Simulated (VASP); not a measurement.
# HfGe (Pm-3m) in VASP: relaxation of cell and atoms with PBE

Aim: the relaxation of cell and atoms of HfGe with PBE.

All numbers are computed with VASP 6.6.1; they aren't measurements. Logs are shortened: lines on timing, memory, paths and dates and some standing lists are left out, and cuts for length are marked.

## Step 1: The crystal as given

Symmetry: Pm-3m, No. 221, cubic system. Conventional cell: a = 3.320 Å, b = 3.320 Å, c = 3.320 Å, α = 90.00°, β = 90.00°, γ = 90.00°. Around Hf (site symmetry m-3m) lie 8 Ge at 2.87 Å. Ge (site symmetry m-3m) is surrounded by 8 Hf at 2.87 Å.

The cell was built by a generator and needn't be a form met in nature.

## Step 2: Relaxation of cell and atoms, PBE

File INCAR:

```
SYSTEM = HfGe
PREC = Normal
ENCUT = 520
EDIFF = 1E-4
ISMEAR = 0
SIGMA = 0.15
LREAL = .False.
LASPH = .True.
NELM = 60
ALGO = Fast
ISIF = 3
LWAVE = .False.
LCHARG = .False.
GGA = PE
IBRION = 2
NSW = 24
EDIFFG = -0.08
```

File KPOINTS:

```
regular mesh
0
Gamma
  6 6 6
  0 0 0
```

File POSCAR:

```
HfGe
1.0
    3.3196481800      0.0000000000      0.0000000000
    0.0000000000      3.3196481800      0.0000000000
    0.0000000000      0.0000000000      3.3196481800
Hf Ge
1 1
Direct
    0.5000000000      0.5000000000      0.5000000000
    0.0000000000      0.0000000000      0.0000000000
```

Potentials or basis: VASP PAW PBE potentials, release 64 (Hf_pv, Ge_d).

Started as:

```
$ cat potpaw_PBE.64/Hf_pv/POTCAR potpaw_PBE.64/Ge_d/POTCAR > POTCAR
$ mpirun -np 1 vasp_std > vasp.out
```

OUTCAR:

```text
SYSTEM = HfGe
   PREC = Normal
   ENCUT = 520
   EDIFF = 1E-4
   ISMEAR = 0
   LREAL = .False.
   LASPH = .True.
   NELM = 60
   ISIF = 3
   GGA = PE
   IBRION = 2
   NSW = 24
   EDIFFG = -0.08

 ion  position               nearest neighbor table
   1  0.500  0.500  0.500-   2 2.87   2 2.87   2 2.87   2 2.87   2 2.87   2 2.87   2 2.87   2 2.87

   2  0.000  0.000  0.000-   1 2.87   1 2.87   1 2.87   1 2.87   1 2.87   1 2.87   1 2.87   1 2.87

  LATTYP: Found a simple cubic cell.
 ALAT       =     3.3196481800

  Lattice vectors:

 A1 = (   3.3196481800,   0.0000000000,   0.0000000000)
 A2 = (   0.0000000000,   3.3196481800,   0.0000000000)
 A3 = (   0.0000000000,   0.0000000000,   3.3196481800)

Analysis of symmetry for initial positions (statically):
=====================================================================
 Subroutine PRICEL returns:
 Original cell was already a primitive cell.

 Routine SETGRP: Setting up the symmetry group for a
 simple cubic supercell.

 Subroutine GETGRP returns: Found 48 space group operations
 (whereof 48 operations were pure point group operations)
 out of a pool of 48 trial point group operations.

The static configuration has the point symmetry O_h .

Analysis of symmetry for dynamics (positions and initial velocities):
=====================================================================
 Subroutine PRICEL returns:
 Original cell was already a primitive cell.

 Routine SETGRP: Setting up the symmetry group for a
 simple cubic supercell.

 Subroutine GETGRP returns: Found 48 space group operations
 (whereof 48 operations were pure point group operations)
 out of a pool of 48 trial point group operations.

The dynamic configuration has the point symmetry O_h .

 Subroutine INISYM returns: Found 48 space group operations
 (whereof 48 operations are pure point group operations),
 and found     1 'primitive' translations

----------------------------------------------------------------------------------------

                                     Primitive cell

  volume of cell :      36.5827

  direct lattice vectors                    reciprocal lattice vectors
     3.319648180  0.000000000  0.000000000     0.301236741  0.000000000  0.000000000
     0.000000000  3.319648180  0.000000000     0.000000000  0.301236741  0.000000000
     0.000000000  0.000000000  3.319648180     0.000000000  0.000000000  0.301236741

  length of vectors
     3.319648180  3.319648180  3.319648180     0.301236741  0.301236741  0.301236741

  position of ions in fractional coordinates (direct lattice)
     0.500000000  0.500000000  0.500000000
     0.000000000  0.000000000  0.000000000

  ion indices of the primitive-cell ions
   primitive index   ion index
                 1           1
                 2           2

----------------------------------------------------------------------------------------

 KPOINTS: regular mesh

Automatic generation of k-mesh.
 Grid dimensions read from file:
 generate k-points for:    6    6    6

 Generating k-lattice:

  Cartesian coordinates                     Fractional coordinates (reciprocal lattice)
     0.050206124  0.000000000  0.000000000     0.166666667  0.000000000  0.000000000
     0.000000000  0.050206124  0.000000000     0.000000000  0.166666667  0.000000000
     0.000000000  0.000000000  0.050206124     0.000000000  0.000000000  0.166666667

  Length of vectors
     0.050206124  0.050206124  0.050206124

  Shift w.r.t. Gamma in fractional coordinates (k-lattice)
     0.000000000  0.000000000  0.000000000

 Subroutine IBZKPT returns following result:
 ===========================================

 Found     20 irreducible k-points:

 Following reciprocal coordinates:
            Coordinates               Weight
  0.000000  0.000000  0.000000      1.000000
  0.166667  0.000000  0.000000      6.000000
  0.333333  0.000000  0.000000      6.000000
  0.500000  0.000000  0.000000      3.000000
  0.166667  0.166667  0.000000     12.000000
  0.333333  0.166667  0.000000     24.000000
[... 12 lines left out ...]
  0.500000  0.500000  0.333333      6.000000
  0.500000  0.500000  0.500000      1.000000
   k-points           NKPTS =     20   k-points in BZ     NKDIM =     20   number of bands    NBANDS=     16
   number of dos      NEDOS =    301   number of ions     NIONS =      2
   total plane-waves  NPLWV =   8000
   dimension x,y,z NGX =    20 NGY =   20 NGZ =   20
   dimension x,y,z NGXF=    40 NGYF=   40 NGZF=   40
   ions per type =               1   1
   NGX,Y,Z   is equivalent  to a cutoff of  10.02, 10.02, 10.02 a.u.
   NGXF,Y,Z  is equivalent  to a cutoff of  20.03, 20.03, 20.03 a.u.
 SYSTEM =  HfGe
   PREC   = normal    normal or accurate (medium, high low for compatibility)
   ISTART =      0    job   : 0-new  1-cont  2-samecut
   ICHARG =      2    charge: 1-file 2-atom 10-const
   ISPIN  =      1    spin polarized calculation?
   LNONCOLLINEAR =      F non collinear calculations
   LSORBIT =      F    spin-orbit coupling
   LASPH  =      T    aspherical Exc in radial PAW
   ENCUT  =  520.0 eV  38.22 Ry    6.18 a.u.   6.17  6.17  6.17*2*pi/ulx,y,z
   NELM   =     60;   NELMIN=  2; NELMDL= -5     # of ELM steps
   EDIFF  = 0.1E-03   stopping-criterion for ELM
   LREAL  =      F    real-space projection
   EDIFFG = -.8E-01   stopping-criterion for IOM
   NSW    =     24    number of steps for IOM
   IBRION =      2    ionic relax: 0-MD 1-quasi-New 2-CG
   NFREE  =      1    steps in history (QN), initial steepest desc. (CG)
   ISIF   =      3    stress and relaxation
   ISYM   =      2    0-nonsym 1-usesym 2-fastsym
   POTIM  = 0.5000    time-step for ionic-motion
   TEBEG  =    0.0;   TEEND  =   0.0 temperature during run
   PSTRESS=    0.0 pullay stress
   NELECT =      24.0000    total number of electrons
   NUPDOWN=      -1.0000    fix difference up-down
   EMIN   =  10.00;   EMAX   =-10.00  energy-range for DOS
   EFERMI =   0.00;   METHOD = LEGACY
   ISMEAR =     0;   SIGMA  =   0.15  broadening in eV -4-tet -1-fermi 0-gaus
   EFERMI_NEDOS =   21; number of points for ismear=-14 and -15
   IALGO  =     68    algorithm
   IMIX   =      4    mixing-type and parameters
     AMIX     =   0.40;   BMIX     =  1.00
     AMIX_MAG =   1.60;   BMIX_MAG =  1.00
  volume/ion in A,a.u.               =      18.29       123.44
  Fermi-wavevector in a.u.,A,eV,Ry     =   1.422503  2.688141 27.531589  2.023515
  Thomas-Fermi vector in A             =   2.543200
   LORBIT       =      0    0 simple, 1 ext, 2 COOP (PROOUT), +10 PAW based schemes
   GGA     = PE    functional components
   LHFCALC =     F    Hartree Fock is set to
   AEXX    =    0.0000 exact exchange contribution
   IVDW    =     0    specifies the selected vdW correction
   LEPSILON=     F    determine dielectric tensor
   LRPA    =     F    only Hartree local field effects (RPA)
 conjugate gradient relaxation of ions
 non-spin polarized calculation
 RMM-DIIS sequential band-by-band and
 Gauss-broadening in eV      SIGMA  =   0.15
  energy-cutoff  :      520.00
  volume of cell :       36.58
 maximum number of plane-waves:      1021
   NGX = 13   NGY = 13   NGZ = 13

--------------------------------------- Ionic step        1  -------------------------------------------

 number of electron      23.9999944 magnetization

 Free energy of the ion-electron system (eV)
  ---------------------------------------------------
  ext. energy  EPLUGINS =         0.00000000
  ---------------------------------------------------
  free energy    TOTEN  =       -15.00116976 eV

  energy without entropy =      -14.97169398  energy(sigma->0) =      -14.98643187

------------------------ aborting loop because EDIFF is reached ----------------------------------------

  FORCE on cell =-STRESS in cart. coord.  units (eV):
  Direction    XX          YY          ZZ          XY          YZ          ZX
  --------------------------------------------------------------------------------------
  -------------------------------------------------------------------------------------
  Total        0.5923701      0.5923701      0.5923701      0.0000000      0.0000000      0.0000000
  in kB       25.9434364     25.9434364     25.9434364      0.0000000      0.0000000      0.0000000
  external PRESSURE =      25.9434364 kB  Pullay stress =       0.0000000 kB

 VOLUME and BASIS-vectors are now :
 -----------------------------------------------------------------------------
  energy-cutoff  :      520.00
  volume of cell :       36.58
      direct lattice vectors                 reciprocal lattice vectors
     3.319648180  0.000000000  0.000000000     0.301236741  0.000000000  0.000000000
     0.000000000  3.319648180  0.000000000     0.000000000  0.301236741  0.000000000
     0.000000000  0.000000000  3.319648180     0.000000000  0.000000000  0.301236741
[... 109 lines left out ...]
 POSITION                                       TOTAL-FORCE (eV/Angst)
 -----------------------------------------------------------------------------------
      1.66570      1.66570      1.66570         0.000000      0.000000      0.000000
      0.00000      0.00000      0.00000        -0.000000     -0.000000      0.000000
 -----------------------------------------------------------------------------------
    total drift:                               -0.000000      0.000000      0.000000

  FREE ENERGIE OF THE ION-ELECTRON SYSTEM (eV)
  ---------------------------------------------------
  free  energy   TOTEN  =       -15.0062501969 eV

  energy  without entropy=      -14.9761602663  energy(sigma->0) =      -14.99120523

--------------------------------------- Ionic step        5  -------------------------------------------

 number of electron      23.9999910 magnetization

 Free energy of the ion-electron system (eV)
  ---------------------------------------------------
  ext. energy  EPLUGINS =         0.00000000
  ---------------------------------------------------
  free energy    TOTEN  =       -15.00723454 eV

  energy without entropy =      -14.97692072  energy(sigma->0) =      -14.99207763

 E-fermi :   6.6625     XC(G=0): -11.8095

 val. band max:        6.5931410037   @ k =   0.1667   0.1667   0.0000
 cond. band min:       6.6626522714   @ k =   0.5000   0.1667   0.1667
 fundamental gap:      0.0695112677
 Fermi energy:         6.6625176031

 k-point     1 :       0.0000    0.0000    0.0000
  band No.  band energies     occupation
      1     -23.9334      2.00000
      2     -23.9334      2.00000
      3     -23.9334      2.00000
      4     -17.6177      2.00000
      5     -17.6177      2.00000
      6     -17.6004      2.00000
[... 8 lines left out ...]
     15      10.3095      0.00000
     16      10.3095      0.00000
[... 381 lines left out ...]
 POSITION                                       TOTAL-FORCE (eV/Angst)
 -----------------------------------------------------------------------------------
      1.66764      1.66764      1.66764         0.000000     -0.000000      0.000000
      0.00000      0.00000      0.00000        -0.000000      0.000000      0.000000
 -----------------------------------------------------------------------------------
    total drift:                               -0.000000      0.000000      0.000000

  FREE ENERGIE OF THE ION-ELECTRON SYSTEM (eV)
  ---------------------------------------------------
  free  energy   TOTEN  =       -15.0072345429 eV

  energy  without entropy=      -14.9769207245  energy(sigma->0) =      -14.99207763

 reached required accuracy - stopping structural energy minimisation
```

Run time: 17 s. Hardware: 1 thread of Intel Xeon Platinum 8375C at 2.90GHz (Ice Lake), shared host; peak memory 0.13 GiB.

What came out:

- Free energy: -15.0072 eV
- Relaxed volume: 18.55 Å³/atom
- Relaxed cell: a = 3.335 Å, b = 3.335 Å, c = 3.335 Å, α = 90.00°, β = 90.00°, γ = 90.00°
- Space group after relaxing (to 0.05 Å): Pm-3m (No. 221)
- Energy gained by relaxing: 3.0 meV/atom
- Ionic steps: 5
- Pressure after relaxing: -0.3 GPa
- Band gap on the k mesh: none (metal or under the smearing width)

Step by step:
```tsv
step	energy change (eV)	largest force (eV/Å)	pressure (GPa)	volume (Å³)
1	0.0000	0.0000	2.59	36.58
2	-0.0013	0.0000	-1.32	38.17
3	-0.0069	0.0000	-2.32	37.33
4	-0.0051	0.0000	1.34	36.97
5	-0.0061	0.0000	-0.29	37.10
```

Final structure:
```
Hf Ge
1.0
     3.33528    0.00000    0.00000
     0.00000    3.33528    0.00000
     0.00000    0.00000    3.33528
Hf Ge
1 1
Cartesian
  1.6676 1.6676 1.6676
  0.0000 0.0000 0.0000
```

Caveat: the relaxation stopped at a loose force limit of 0.08 eV/Å, so its end isn't a converged minimum. Spin-orbit coupling is left out, which matters for the levels of Hf.
